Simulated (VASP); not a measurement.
Energy against volume of MgS (rock salt). Calculation: rev-vdW-DF2, VASP's PBE PAW potentials (set 64) (plane waves; VASP 6.6.1). Numerical set-up: 520 eV cut-off, 9×9×9 Γ-centred mesh, Gaussian smearing of 0.050 eV, potentials Mg S.

```tsv
V (Å³/atom)	E (eV/atom)
17.018	-3.06731
17.544	-3.07157
18.071	-3.06818
18.597	-3.05823
```

**Question.** Fit these four points and predict the energy of the run at 16.492 Å³/atom.

**Answer.** A cubic in V^(−2/3), the third-order Birch-Murnaghan form, passes through the four points with V0 = 17.56 Å³/atom and B0 = 77 GPa, and gives -3.0541 eV/atom there. The run gave -3.0541 eV/atom, +0.0 meV/atom from the fit; all five points give B0 = 77 GPa.

The compound is MgS in the rock salt structure. It was relaxed first.
